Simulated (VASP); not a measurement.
An input for Ansatz (written as the equivalent of a VASP run, and not itself run):

Ansatz 0.2 input:
```yaml
crystal:
  lattice:
    - [4.2601380, 0.0000000, 0.0000000]
    - [0.0000000, 6.9280940, 0.0000000]
    - [0.0000000, 0.0000000, 22.4241000]
  atoms:
    - { symbol: Cd, position: [0.0000000, 0.5002200, 0.3658340] }
    - { symbol: Cd, position: [0.5000000, 0.0002200, 0.3121640] }
    - { symbol: Cd, position: [0.5000000, 0.5002200, 0.5268350] }
    - { symbol: Cd, position: [0.0000000, 0.0002200, 0.4731690] }
    - { symbol: Cd, position: [0.0000000, 0.5002200, 0.6878360] }
    - { symbol: Cd, position: [0.5000000, 0.0002200, 0.6341700] }
    - { symbol: S, position: [0.0000000, 0.8767800, 0.3658340] }
    - { symbol: S, position: [0.5000000, 0.3767800, 0.3121640] }
    - { symbol: S, position: [0.5000000, 0.8767800, 0.5268350] }
    - { symbol: S, position: [0.0000000, 0.3767800, 0.4731690] }
    - { symbol: S, position: [0.0000000, 0.8767800, 0.6878360] }
    - { symbol: S, position: [0.5000000, 0.3767800, 0.6341700] }
kpoints:
  mp_grid: { grid: [5, 3, 1] }
hamiltonian:
  xc: r2scan
  pseudopotentials: { kind: paw }
scf:
  occupations: { method: gaussian, width: 0.05 }
  max_iter: 100
output: { forces: true, stress: true, eigenvalues: true }
```

Q: Write the VASP files for the same calculation (r2SCAN).

A: One answer among several that fit: 
### POSCAR
```
CdS
1
    4.2601380000     0.0000000000     0.0000000000
    0.0000000000     6.9280940000     0.0000000000
    0.0000000000     0.0000000000    22.4241000000
Cd S
6 6
Direct
  0.0000000000   0.5002200000   0.3658340000
  0.5000000000   0.0002200000   0.3121640000
  0.5000000000   0.5002200000   0.5268350000
  0.0000000000   0.0002200000   0.4731690000
  0.0000000000   0.5002200000   0.6878360000
  0.5000000000   0.0002200000   0.6341700000
  0.0000000000   0.8767800000   0.3658340000
  0.5000000000   0.3767800000   0.3121640000
  0.5000000000   0.8767800000   0.5268350000
  0.0000000000   0.3767800000   0.4731690000
  0.0000000000   0.8767800000   0.6878360000
  0.5000000000   0.3767800000   0.6341700000
```

File KPOINTS:
```
K-points
0
G
 5 3 1
```

INCAR:
```
SIGMA = 0.05   # width (eV)
LCHARG = F
LREAL = F   # projection in real space or not
ISMEAR = 0   # Gaussian
LMAXMIX = 4
LASPH = T   # aspherical one-centre terms
EDIFF = 1E-6
LMIXTAU = T
NELM = 100   # most electronic steps
ISIF = 2   # forces and stress, cell fixed
SYSTEM = CdS
LWAVE = F
ALGO = Normal
PREC = Accurate
METAGGA = R2SCAN
ENCUT = 300   # plane-wave cut-off (eV)
```

POTCAR, in this order: Cd S (PBE.64 set). Program: vasp_std.

The two are equivalent in intent, not identical: each code has its own PAW files, so the cut-off isn't converted (ENCUT is set for VASP's; basis.ecutwfc is left out, and Ansatz then takes the one that its files recommend); Ansatz stops its SCF on the density residual and VASP on the energy change (EDIFF).

The cell is a sheet with vacuum, built from a database entry that may be metastable or hypothetical.
